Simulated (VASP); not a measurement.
An input for Quantum ESPRESSO's pw.x (written as the equivalent of a VASP run, and not itself run):

```
&CONTROL
  calculation = 'scf'
  pseudo_dir = './pseudo'
  outdir = './out'
  tprnfor = .true.
  tstress = .true.
/
&SYSTEM
  ibrav = 0
  nat = 3
  ntyp = 2
  ecutwfc = 84
  occupations = 'smearing'
  smearing = 'methfessel-paxton'
  degauss = 0.00735
  input_dft = 'pbe'
/
&ELECTRONS
  conv_thr = 7.3e-09
  electron_maxstep = 100
/
ATOMIC_SPECIES
  Ti 47.867 Ti.upf
  B 10.810 B.upf
CELL_PARAMETERS angstrom
     1.5761276   -2.7299331    0.0000000
     1.5761276    2.7299331    0.0000000
     0.0000000    0.0000000    3.3572815
ATOMIC_POSITIONS crystal
  Ti   0.0000000  0.0000000  0.0000000
  B    0.3333330  0.6666670  0.5000000
  B    0.6666670  0.3333330  0.5000000
K_POINTS automatic
  10 10 10 0 0 0
```

### Question
Translate this input to VASP (INCAR, KPOINTS, POSCAR, choice of POTCAR).

### Answer
This is not unique; one that fits is 
### KPOINTS
```
Automatic mesh
0
Gamma
10 10 10
0 0 0
```

**POSCAR**
```
TiB2
1
    1.5761275828    -2.7299330801     0.0000000000
    1.5761275828     2.7299330801     0.0000000000
    0.0000000000     0.0000000000     3.3572814571
Ti B
1 2
Direct
  0.0000000000   0.0000000000   0.0000000000
  0.3333330000   0.6666670000   0.5000000000
  0.6666670000   0.3333330000   0.5000000000
```

### INCAR
```
ALGO = Normal
EDIFF = 1E-7
ENCUT = 600
GGA = PE
ISIF = 2
ISMEAR = 1
LASPH = .TRUE.
LCHARG = .FALSE.
LMAXMIX = 4
LREAL = .FALSE.
LWAVE = .FALSE.
NELM = 100
PREC = Accurate
SIGMA = 0.1
SYSTEM = TiB2
```

POTCAR, in this order: Ti_sv B (PBE.64 set). Program: vasp_std.

The two are equivalent in intent, not identical: the potentials are each code's own (VASP's PAW set, PseudoDojo norm-conserving files in pw.x), so ENCUT and ecutwfc are chosen apart and not converted; conv_thr bounds pw.x's estimated SCF error, while EDIFF bounds the energy change between steps.

The compound is TiB2 in the AlB2 type structure. This cell was strained or had an atom moved on purpose.
